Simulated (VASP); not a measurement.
**AlCeCu$_{2}$Ni$_{2}$ (space group Amm2): computed properties**

Method: PBEsol GGA, VASP's PBE PAW potentials (set 64) (plane waves; VASP).

```
Quantity                                                                                                  Result
----------------------------------  ----------------------------------------------------------------------------
space group                                                                                            Amm2 (38)
cell                                a = 3.8960 Å, b = 5.0888 Å, c = 8.7932 Å, α = 90.00°, β = 90.00°, γ = 90.00°
volume per atom                                                                                    14.53 Å³/atom
band gap (over mesh and band path)                                      none (metal, semimetal or under 0.01 eV)
cell moment                                                                                             -0.01 μB
band gap with spin-orbit coupling                                                                none (metallic)
density                                                                                               7.84 g/cm³
```

```
CELL_PARAMETERS angstrom
      3.89604     0.00000     0.00000
      0.00000     2.54442     4.39660
      0.00000    -2.54442     4.39660
ATOMIC_POSITIONS crystal
  Ce 0.00000 0.00345 0.00345
  Al 0.00000 0.67152 0.67152
  Cu 0.00000 0.33237 0.33237
  Cu 0.50000 0.49687 0.49687
  Ni 0.50000 0.99939 0.49532
  Ni 0.50000 0.49532 0.99939
```

The structure comes from a computed database's AlCeCu2Ni2 entry (Amm2); how it stands against other phases isn't given here. It was relaxed first. Symmetry was kept, so distortions that lower it aren't found.
